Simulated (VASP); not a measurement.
Runs of VASP 6.6.1 on HfIn4SiO6. It takes space group C2 (No. 5, monoclinic). Conventional cell: a = 5.432 Å, b = 9.407 Å, c = 7.635 Å, α = 90.00°, β = 104.03°, γ = 90.00°. Hf (site symmetry 2) has 6 O at 2.13 to 2.14 Å as nearest neighbours. Around In (site symmetry 2) lie 2 O at 2.73 Å and 4 In at 3.12 Å. In (site symmetry 2) has 6 O at 2.23 Å as nearest neighbours. Around In (site symmetry 2) lie 2 O at 2.73 Å and 3 In at 3.07 to 3.12 Å. Around In (site symmetry 2) lie 2 O at 2.73 Å and 3 In at 3.07 to 3.12 Å. Si (site symmetry 2) has 6 O at 1.85 Å as nearest neighbours. O (site symmetry 1) has 1 Si at 1.85 Å as nearest neighbours. Around O (site symmetry 1) lie 1 Si at 1.85 Å. The cell was built by a generator and needn't be a form met in nature.

```tsv
task	level	potentials or basis	cell	cutoff (eV)	gap on the mesh (eV)	pressure (GPa)	relaxed volume (Å³/atom)	largest force (eV/Å)
relaxation of cell and atoms	PBEsol	VASP PAW PBE potentials, release 64 (Hf_pv, In_d, Si, O)	relaxed	600	none	0.0	14.93	0.01
band structure	PBEsol	VASP PAW PBE potentials, release 64 (Hf_pv, In_d, Si, O)	C2, 14.93 Å³/atom	520	-	0.1	-	0.01
relaxation of cell and atoms	LDA	VASP PAW LDA potentials, release 64 (Hf_pv, In_d, Si, O)	relaxed	600	none	0.0	14.44	0.01
relaxation of cell and atoms	PBE	VASP PAW PBE potentials, release 64 (Hf_pv, In_d, Si, O)	relaxed	600	none	0.0	(a)	0.01
band structure	LDA	VASP PAW LDA potentials, release 64 (Hf_pv, In_d, Si, O)	C2, 14.44 Å³/atom	520	-	(b)	-	0.01
```

Alike in all rows: no spin polarisation; k mesh 6 × 6 × 4; smearing fermi-dirac 0.05 eV.

**Question.** Estimate the missing entries.

**Answer.** (a) 15.69; (b) 0.2.

Caveats: the PAW data sets were made with another functional, which shifts forces and pressure a little (some runs); spin-orbit coupling is left out, which moves the levels of the heavy elements (some runs).

A k mesh can miss the band edges, and the runs leave out spin-orbit coupling on Hf, In.

A gap of «none» marks a metal or a gap under the smearing width.
